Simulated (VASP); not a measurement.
The system is W.

```xyz
1
Lattice="-1.5823 1.5823 1.5823 1.5823 -1.5823 1.5823 1.5823 1.5823 -1.5823" Properties=species:S:1:pos:R:3 pbc="T T T"
W     0.0000    0.0000    0.0000
```

```yaml
Program: VASP 6.6.1
Task: relaxation of cell and atoms
Functional: LDA
Potentials_or_basis: VASP PAW LDA potentials, release 64 (W_sv)
Cutoff: 600 eV
k_mesh: 16 × 16 × 16
Occupations: methfessel-paxton, width 0.1 eV
Spin: no spin polarisation
```

At the start: pressure -7.3 GPa; volume 15.85 Å³/atom.

Problem. Where does the relaxation end?

Solution. Over 4 steps the energy falls by 8.3 meV/atom and the volume is 15.49 Å³/atom (-2.2 %); space group Im-3m (No. 229, to 0.05 Å).

Step by step:
```csv
step,energy change (eV),largest force (eV/Å),pressure (GPa),volume (Å³)
1,0.0000,0.0000,-7.35,15.85
2,0.1166,0.0000,34.36,14.24
3,-0.0083,0.0000,-0.33,15.51
4,-0.0083,0.0000,-0.06,15.49
```

Final structure:
```cif
data_structure
_symmetry_space_group_name_H-M 'P 1'
_symmetry_Int_Tables_number 1
_cell_length_a 2.7201
_cell_length_b 2.7201
_cell_length_c 2.7201
_cell_angle_alpha 109.471
_cell_angle_beta 109.471
_cell_angle_gamma 109.471
_cell_volume 15.49
loop_
_atom_site_label
_atom_site_type_symbol
_atom_site_fract_x
_atom_site_fract_y
_atom_site_fract_z
_atom_site_occupancy
W1 W 0.00000 0.00000 0.00000 1
```
